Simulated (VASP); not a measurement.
# A VASP study of PIr2 (optB86b-vdW): structure first, properties next, part 2 of 4

Wanted: the relaxed cell of PIr2 and its properties. The start is a cell from a database of measured crystal structures.

VASP 6.6.1; optB86b-vdW; plane waves and PAW (P, Ir).

Still holding for the runs below: This run has no spin polarisation. Its electron count is odd, so without a moment it is a metal by construction. The k-mesh is coarse for a metal.

So far. Step 2 (Full relaxation (optB86b-vdW)): It ends with forces that vanish by symmetry and a pressure of -0.01 GPa. The volume lies +2.3 % from that of the database's start. Step 3 (Second relaxation): It ends with forces that vanish by symmetry and a pressure of -0.01 GPa. The volume moved by under 0.01 %: the run met its threshold at the first step.

## Step 4: Single point with fields (optB86b-vdW)

A single point on the relaxed cell gives a clean self-consistent state, with density, ELF and potential written out.

The input, INCAR:

```
SYSTEM = PIr2
PREC = Accurate
ENCUT = 400
EDIFF = 1E-06
NELM = 100
ISMEAR = 0
SIGMA = 0.05
LREAL = .FALSE.
ALGO = Normal
GGA = MK
AGGAC = 0
LUSE_VDW = .TRUE.
PARAM1 = 0.1234
PARAM2 = 1
LASPH = .TRUE.
NBANDS = 17
LORBIT = 11
LWAVE = .FALSE.
LCHARG = .TRUE.
ISIF = 2
LELF = .TRUE.
LVHAR = .TRUE.
```

The input, POSCAR:

```
PIr2
1.0
    0.0000000000      2.7888981211      2.7888981211
    2.7888981211      0.0000000000      2.7888981211
    2.7888981211      2.7888981211      0.0000000000
P Ir
1 2
Direct
    0.0000000000      0.0000000000      0.0000000000
    0.2500000000      0.2500000000      0.2500000000
    0.7500000000      0.7500000000      0.7500000000
```

The input, KPOINTS:

```
Automatic mesh
0
Gamma
7 7 7
0 0 0
```

PAW data sets: P and Ir (PBE family, release 64).

Run with:

```bash
mpirun -np 2 vasp_std
```

Log:

```text
[banner, memory and clock lines left out]
running    2 mpi-ranks, on    1 nodes
 distrk:  each k-point on    2 cores,    1 groups
 distr:  one band on    1 cores,    2 groups

 POSCAR found type information on POSCAR P Ir
 POSCAR found :  2 types and       3 ions
 [... a notice as in an earlier step ...]

 [... a notice as in an earlier step ...]

 LDA part: xc-table for (Slater+PW92), standard interpolation
|                                                                             |
|           W    W    AA    RRRRR   N    N  II  N    N   GGGG   !!!           |
|           W    W   A  A   R    R  NN   N  II  NN   N  G    G  !!!           |
|           W    W  A    A  R    R  N N  N  II  N N  N  G       !!!           |
|           W WW W  AAAAAA  RRRRR   N  N N  II  N  N N  G  GGG   !            |
|           WW  WW  A    A  R   R   N   NN  II  N   NN  G    G                |
|           W    W  A    A  R    R  N    N  II  N    N   GGGG   !!!           |
|                                                                             |
|     The number of bands has been changed from the values supplied in        |
|     The orbitals not found in the WAVECAR file will be initialized with     |
|     random numbers, which is usually adequate. For correlated               |
|     calculations, however, you should redo the groundstate calculation.     |
|     I found NBANDS = 17. Now, NBANDS = 18.                                  |
|                                                                             |

 POSCAR, INCAR and KPOINTS ok, starting setup
 FFT: planning ... GRIDC
 FFT: planning ... GRID_SOFT
 FFT: planning ... GRID
 WAVECAR not read
 entering main loop
       N       E                     dE             d eps       ncg     rms          rms(c)
DAV:   1     0.168112241767E+03    0.16811E+03   -0.88168E+03   720   0.960E+02
DAV:   2    -0.114416834239E+02   -0.17955E+03   -0.16850E+03   724   0.309E+02
DAV:   3    -0.192571322325E+02   -0.78154E+01   -0.76855E+01   902   0.676E+01
DAV:   4    -0.193944835558E+02   -0.13735E+00   -0.13705E+00   910   0.908E+00
DAV:   5    -0.193971340552E+02   -0.26505E-02   -0.26502E-02   860   0.121E+00    0.227E+01
DAV:   6    -0.184642695296E+02    0.93286E+00   -0.24797E+00   948   0.176E+01    0.868E+00
DAV:   7    -0.183974594081E+02    0.66810E-01   -0.10351E-01   766   0.245E+00    0.453E+00
DAV:   8    -0.183750155861E+02    0.22444E-01   -0.31938E-02   788   0.103E+00    0.689E-01
DAV:   9    -0.183742173672E+02    0.79822E-03   -0.25327E-03   772   0.378E-01    0.361E-01
DAV:  10    -0.183741972233E+02    0.20144E-04   -0.56374E-04   896   0.214E-01    0.620E-02
DAV:  11    -0.183741857608E+02    0.11463E-04   -0.48672E-05   920   0.707E-02    0.286E-02
DAV:  12    -0.183741849022E+02    0.85860E-06   -0.44331E-06   890   0.160E-02
   1 F= -.18374185E+02 E0= -.18373066E+02  d E =-.223835E-02
```

The job ended after 19 s (2 MPI ranks of AMD EPYC 7R43, shared host; peak memory 0.44 GiB).

From OUTCAR (step 4):

```text
The static configuration has the point symmetry O_h .

 Found     20 irreducible k-points:

   k-points           NKPTS =     20   k-points in BZ     NKDIM =     20   number of bands    NBANDS=     18

   NELECT =      23.0000    total number of electrons

 E-fermi :   9.3687

 k-point     1 :       0.0000    0.0000    0.0000
  band No.  band energies     occupation
    ...
      5       3.7996      2.00000
      6       3.7996      2.00000
      7       8.9810      2.00000
      8       8.9810      2.00000
      9       8.9810      2.00000
     10       9.9159      0.00000
     11      11.0670      0.00000
     12      11.0670      0.00000
     13      13.8325      0.00000
     14      13.8325      0.00000
    ...

 k-point     2 :       0.1429    0.0000    0.0000
  band No.  band energies     occupation
    ...
      5       4.0204      2.00000
      6       4.0204      2.00000
      7       8.4744      2.00000
      8       8.6489      2.00000
      9       8.6489      2.00000
     10      10.1890      0.00000
     11      10.1890      0.00000
     12      10.5264      0.00000
     13      12.1328      0.00000
     14      13.6976      0.00000
    ...

Total vdW correction in eV:      2.8062559

  Total       -0.0043888     -0.0043888     -0.0043888     -0.0000000     -0.0000000      0.0000000
  in kB       -0.1620788     -0.1620788     -0.1620788     -0.0000000     -0.0000000      0.0000000
  external PRESSURE =      -0.1620788 kB  Pullay stress =       0.0000000 kB

 POSITION                                       TOTAL-FORCE (eV/Angst)
 -----------------------------------------------------------------------------------
      0.00000      0.00000      0.00000        -0.000000     -0.000000      0.000000
      1.39445      1.39445      1.39445        -0.000000     -0.000000      0.000000
      4.18335      4.18335      4.18335         0.000000      0.000000     -0.000000
 -----------------------------------------------------------------------------------
    total drift:                                0.000000      0.000000     -0.000000

  FREE ENERGIE OF THE ION-ELECTRON SYSTEM (eV)
  ---------------------------------------------------
  free  energy   TOTEN  =       -18.3741849022 eV

  energy  without entropy=      -18.3719465538  energy(sigma->0) =      -18.37306573

Total vdW correction in eV:      2.8062833

[... 9 parts as in an earlier step ...]

[... 4 further parts left out ...]
```

This step gave:

- electronic steps: 12
- bands: 18
- pressure: -0.01621 GPa

Valence electrons inside each PAW sphere by angular momentum. Sphere charges, by row:

```
atom  s (e)  p (e)  d (e)  tot (e)
  P1  0.953  1.386      0    2.338
 Ir2  0.618  0.675  7.248    8.541
 Ir3  0.618  0.675  7.248    8.541
```

Valence density in the ac plane of a cell with a along [110], b along [-110] and c along [001] of the cube at fractional y = 0.000, with atoms of P and Ir within 0.2 Å of it. It is the smooth field of the valence electrons, not physical close to the nuclei.

Ten even steps from '_' (-0.1 e/Å³) to '@' (2.6 e/Å³), each cell a mean:
```
__::::::::::::::::::..__::::::::::::::::::..
::::::--======--::::::::::::--======--::::::
..::::==**####++--::....::::==**####++--::..
....::==##@@%%++--........::==##@@%%++--....
____..--**####++::..______..--**####++::..__
____..::--====--..________..::--====--..____
______....::::....__________....::::....____
______..........____________..........______
______..::--::::..__________..::--::::..____
____..::++**++==....______..::++**++==....__
__....==##@@%%++::..____....==##@@%%++::..__
....::==##@@%%++--........::==##@@%%++--....
::::::--++**++==::::::::::::--++**++==::::::
::::::::::----::::::::::::::::::----::::::::
__::::::........::::____::::::........::::__
```
Columns run along a (7.9 Å), rows up along c (5.6 Å), edges of the conventional cell, whose origin can differ from the input's. Atoms in or near the plane, at fractional coordinates: P at (0.00, 0.00), P at (0.50, 0.00), Ir at (0.25, 0.25), Ir at (0.75, 0.25), Ir at (0.25, 0.75), Ir at (0.75, 0.75).

ELF in the ac plane of a cell with a along [110], b along [-110] and c along [001] of the cube at fractional y = 0.000, with atoms of P and Ir within 0.2 Å of it. It is the smooth field of the valence electrons, not physical close to the nuclei.

Ten even steps from '0' (0.02) to '9' (0.69), each cell a mean:
```
4897544589648975445896
8986422579889864225798
7765100366777651003667
3343000144333430001443
1233100243112331002431
0134312442101343124421
0023444421000234444210
0013444321000134443210
0123433431001234334310
1234201342112342013421
2343000243223430002432
5553000245555530002455
8876201468888762014688
6996433589869964335898
3797545699437975456994
```
Columns run along a (7.9 Å), rows up along c (5.6 Å), edges of the conventional cell, whose origin can differ from the input's. Atoms in or near the plane, at fractional coordinates: P at (0.00, 0.00), P at (0.50, 0.00), Ir at (0.25, 0.25), Ir at (0.75, 0.25), Ir at (0.25, 0.75), Ir at (0.75, 0.75).

Electrostatic potential energy in the ac plane of a cell with a along [110], b along [-110] and c along [001] of the cube at fractional y = 0.000, with atoms of P and Ir within 0.2 Å of it. With pseudopotentials it is smooth inside the atoms' cores, unlike the true potential.

Values in eV, 8 rows by 16 columns, each cell a mean:
```
-60 -26  -6 -13 -15  -7 -13 -53 -60 -26  -6 -13 -15  -7 -13 -53
 -4  -3 -19 -45 -49 -28  -6  -3  -4  -3 -19 -45 -49 -28  -6  -3
  3   0 -15 -39 -43 -23  -3   3   3   0 -15 -39 -43 -23  -3   3
  4   3   0  -7  -8  -2   3   4   4   3   0  -7  -8  -2   3   4
  4   3  -2 -12 -15  -6   2   4   4   3  -2 -12 -15  -6   2   4
  3   0 -18 -45 -49 -28  -4   2   3   0 -18 -45 -49 -28  -4   2
-12  -5 -16 -39 -43 -24  -6 -10 -12  -5 -16 -39 -43 -24  -6 -10
-69 -34  -5  -7  -8  -4 -17 -64 -69 -34  -5  -7  -8  -4 -17 -64
```
Columns run along a (7.9 Å; values clipped at the 3rd and 97th percentile), rows up along c (5.6 Å), edges of the conventional cell, whose origin can differ from the input's. Atoms in or near the plane, at fractional coordinates: P at (0.00, 0.00), P at (0.50, 0.00), Ir at (0.25, 0.25), Ir at (0.75, 0.25), Ir at (0.25, 0.75), Ir at (0.75, 0.75).

In this run the pressure is -0.02 GPa, small enough to go on.

## Step 5: Bands along the symmetry lines (optB86b-vdW)

The mesh alone shows little of the dispersion and can miss band extrema, so KPOINTS_OPT adds a path through the symmetry points after the self-consistent cycle.

INCAR, as its differences from that of step 4:

```diff
@@ -15,8 +15,6 @@
 LASPH = .TRUE.
-NBANDS = 17
+NBANDS = 24
 LORBIT = 11
 LWAVE = .FALSE.
-LCHARG = .TRUE.
-ISIF = 2
-LELF = .TRUE.
-LVHAR = .TRUE.
+LCHARG = .FALSE.
+KPAR = 2
```

POSCAR is that of step 4.

KPOINTS is that of step 4.

The input, KPOINTS_OPT:

```
Line mode
16
Line-mode
Reciprocal
  0.00000000   0.00000000   0.00000000 GAMMA
  0.50000000   0.00000000   0.50000000 X

  0.50000000   0.00000000   0.50000000 X
  0.50000000   0.25000000   0.75000000 W

  0.50000000   0.25000000   0.75000000 W
  0.37500000   0.37500000   0.75000000 K

  0.37500000   0.37500000   0.75000000 K
  0.00000000   0.00000000   0.00000000 GAMMA

  0.00000000   0.00000000   0.00000000 GAMMA
  0.50000000   0.50000000   0.50000000 L

  0.50000000   0.50000000   0.50000000 L
  0.62500000   0.25000000   0.62500000 U

  0.62500000   0.25000000   0.62500000 U
  0.50000000   0.25000000   0.75000000 W

  0.50000000   0.25000000   0.75000000 W
  0.50000000   0.50000000   0.50000000 L

  0.50000000   0.50000000   0.50000000 L
  0.37500000   0.37500000   0.75000000 K

  0.62500000   0.25000000   0.62500000 U
  0.50000000   0.00000000   0.50000000 X
```

Run with:

```bash
mpirun -np 2 vasp_std
```

Log:

```text
[... set-up lines as in an earlier step ...]
 entering main loop
       N       E                     dE             d eps       ncg     rms          rms(c)
DAV:   1     0.157379787914E+03    0.15738E+03   -0.83321E+03   960   0.720E+02
DAV:   2    -0.128095633384E+02   -0.17019E+03   -0.15371E+03  1024   0.231E+02
DAV:   3    -0.192976043311E+02   -0.64880E+01   -0.64054E+01  1208   0.510E+01
DAV:   4    -0.193947900474E+02   -0.97186E-01   -0.97143E-01  1096   0.616E+00
DAV:   5    -0.193971464319E+02   -0.23564E-02   -0.23563E-02  1240   0.973E-01    0.227E+01
DAV:   6    -0.184669873406E+02    0.93016E+00   -0.15286E+00  1312   0.132E+01    0.880E+00
DAV:   7    -0.183965738165E+02    0.70414E-01   -0.90458E-02  1112   0.180E+00    0.451E+00
DAV:   8    -0.183747332275E+02    0.21841E-01   -0.24671E-02  1064   0.773E-01    0.646E-01
DAV:   9    -0.183744028155E+02    0.33041E-03   -0.18143E-03  1128   0.266E-01    0.365E-01
DAV:  10    -0.183742010223E+02    0.20179E-03   -0.44684E-04  1256   0.202E-01    0.342E-02
DAV:  11    -0.183741845893E+02    0.16433E-04   -0.56795E-05  1192   0.727E-02    0.354E-02
DAV:  12    -0.183741848083E+02   -0.21907E-06   -0.20170E-06  1144   0.111E-02
   1 F= -.18374185E+02 E0= -.18373065E+02  d E =-.223963E-02
 Start KPOINTS_OPT (optional k-point list driver)
k-point batch [1-20\160]
       N       E                     dE             ncg
DAV:   1     0.565343143820E+04   -0.27842E+04      960
DAV:   2     0.239990604723E+04   -0.32535E+04     1008
DAV:   3     0.228209781724E+04   -0.11781E+03     1232
DAV:   4     0.228030312824E+04   -0.17947E+01     1064
DAV:   5     0.228025333081E+04   -0.49797E-01     1240
DAV:   6     0.228025149245E+04   -0.18384E-02     1112
DAV:   7     0.228025141744E+04   -0.75005E-04     1256
DAV:   8     0.228025141446E+04   -0.29802E-05      992
DAV:   9     0.228025141420E+04   -0.26348E-06      864
[...]
k-point batch [141-160\160]
       N       E                     dE             ncg
DAV:   1     0.554686853754E+04   -0.88253E+04      960
DAV:   2     0.229256737326E+04   -0.32543E+04     1040
DAV:   3     0.218400437134E+04   -0.10856E+03     1240
DAV:   4     0.218235874942E+04   -0.16456E+01     1104
DAV:   5     0.218231257640E+04   -0.46173E-01     1232
DAV:   6     0.218231084974E+04   -0.17267E-02     1128
DAV:   7     0.218231077952E+04   -0.70220E-04     1240
DAV:   8     0.218231077679E+04   -0.27262E-05      984
DAV:   9     0.218231077650E+04   -0.28944E-06      800
```

Elapsed: 68 s, on 2 MPI ranks; peak memory 0.59 GiB.

Parts of OUTCAR (step 5):

```text
   k-points           NKPTS =     20   k-points in BZ     NKDIM =     20   number of bands    NBANDS=     24

   NELECT =      23.0000    total number of electrons

 E-fermi :   9.3686

 k-point     1 :       0.0000    0.0000    0.0000
  band No.  band energies     occupation
    ...
      5       3.7995      2.00000
      6       3.7995      2.00000
      7       8.9808      2.00000
      8       8.9808      2.00000
      9       8.9808      2.00000
     10       9.9159      0.00000
     11      11.0668      0.00000
     12      11.0668      0.00000
     13      13.8324      0.00000
     14      13.8324      0.00000
    ...

Total vdW correction in eV:      2.8062867

  Total       -0.0005339     -0.0005339     -0.0005339     -0.0000000     -0.0000000     -0.0000000
  in kB       -0.0197165     -0.0197165     -0.0197165     -0.0000000     -0.0000000     -0.0000000
  external PRESSURE =      -0.0197165 kB  Pullay stress =       0.0000000 kB

 POSITION                                       TOTAL-FORCE (eV/Angst)
 -----------------------------------------------------------------------------------
      0.00000      0.00000      0.00000        -0.000000     -0.000000      0.000000
      1.39445      1.39445      1.39445         0.000000      0.000000     -0.000000
      4.18335      4.18335      4.18335        -0.000000     -0.000000     -0.000000
 -----------------------------------------------------------------------------------
    total drift:                                0.000000      0.000000      0.000000

  FREE ENERGIE OF THE ION-ELECTRON SYSTEM (eV)
  ---------------------------------------------------
  free  energy   TOTEN  =       -18.3741848083 eV

  energy  without entropy=      -18.3719451757  energy(sigma->0) =      -18.37306499

Total vdW correction in eV:      2.8062856

[... 7 parts as in an earlier step ...]

[... 9 further parts left out ...]
```

Spin-orbit coupling is off here; with elements this heavy it splits and shifts levels by tenths of an eV or more.

This step gave:

```
bands    : 24
pressure : -0.001972 GPa
```

The electronic bands at the labelled points (eV, zero at the Fermi level; # counts the bands kept, so #1 is VASP's band 2):

```
          point     #8     #9    #10    #11   #12   #13   #14   #15
              Γ  -0.39   0.55   1.70   1.70  4.46  4.46  4.46  5.14
0.47 of the way  -1.73  -0.11   1.63   1.84  2.34  2.34  3.46  5.60
              X  -2.21  -0.68  -0.68   0.07  1.56  1.80  5.42  6.51
0.47 of the way  -2.00  -1.35  -0.90  -0.26  1.76  1.84  5.90  6.96
              W  -2.31  -1.56  -1.18  -0.84  1.90  1.90  7.40  7.40
0.53 of the way  -1.95  -1.76  -1.10  -0.74  1.93  1.99  6.00  8.09
              K  -1.95  -1.74  -1.09  -0.69  1.95  2.11  5.39  8.14
0.53 of the way  -1.53  -0.73  -0.72   1.76  2.74  3.23  3.72  6.11
              Γ  -0.39   0.55   1.70   1.70  4.46  4.46  4.46  5.14
0.47 of the way  -1.23  -0.11  -0.11   0.91  2.09  4.33  4.33  5.90
              L  -2.56  -2.36  -2.36  -2.26  3.74  4.41  4.41  8.23
0.53 of the way  -2.25  -1.71  -1.48  -1.10  2.54  3.12  4.95  7.88
              U  -1.95  -1.74  -1.09  -0.69  1.95  2.11  5.39  8.14
0.47 of the way  -1.95  -1.76  -1.10  -0.74  1.93  1.99  6.00  8.09
              W  -2.31  -1.56  -1.18  -0.84  1.90  1.90  7.40  7.40
0.47 of the way  -1.92  -1.81  -1.31  -1.02  2.39  2.69  5.42  7.58
              L  -2.56  -2.36  -2.36  -2.26  3.74  4.41  4.41  8.23
0.47 of the way  -2.29  -1.77  -1.63  -1.21  2.72  3.34  4.87  7.81
              K  -1.95  -1.74  -1.09  -0.69  1.95  2.11  5.39  8.14
      jump to U  -1.95  -1.74  -1.09  -0.69  1.95  2.11  5.39  8.14
0.47 of the way  -2.13  -1.03  -0.94  -0.17  1.75  1.84  5.56  6.95
              X  -2.21  -0.68  -0.68   0.07  1.56  1.80  5.42  6.51
```

Of the projections kept (P, Ir), the largest for each band there; the rest of the weight can lie on other orbitals:

```csv
point,#8,#9,#10,#11,#12,#13,#14,#15
Γ,Ir 1.00,P 0.57,Ir 1.00,Ir 1.00,Ir 0.56,Ir 0.56,Ir 0.56,Ir 1.00
X,Ir 1.00,Ir 0.92,Ir 0.92,Ir 1.00,Ir 1.00,Ir 0.89,Ir 1.00,Ir 0.76
W,Ir 0.99,Ir 1.00,Ir 0.94,Ir 1.00,Ir 0.92,Ir 0.92,Ir 0.80,Ir 0.80
K,Ir 1.00,Ir 0.98,Ir 0.97,Ir 1.00,Ir 0.91,Ir 0.88,Ir 0.88,Ir 0.76
Γ,Ir 1.00,P 0.57,Ir 1.00,Ir 1.00,Ir 0.56,Ir 0.56,Ir 0.56,Ir 1.00
L,Ir 1.00,Ir 0.99,Ir 0.99,Ir 1.00,Ir 0.73,Ir 0.71,Ir 0.71,Ir 1.00
```

There is no gap at this level.

(Continued in part 3 of 4.)

[Lines on the potential files, build, host, timing and source positions are cut from VASP's logs without a mark.]

[Logs are printed without paths, hosts, clocks, repeated set-up lines and the standing remarks that a program may print on its own settings, such as how far it seeks lower states.]

[Hosts, paths, dates, database ids (printed as entryN), source tags and the programs' standing remarks are cut or masked in the printed files.]

[A measured line is paired with the nearest computed mode of its activity, which favours agreement.]
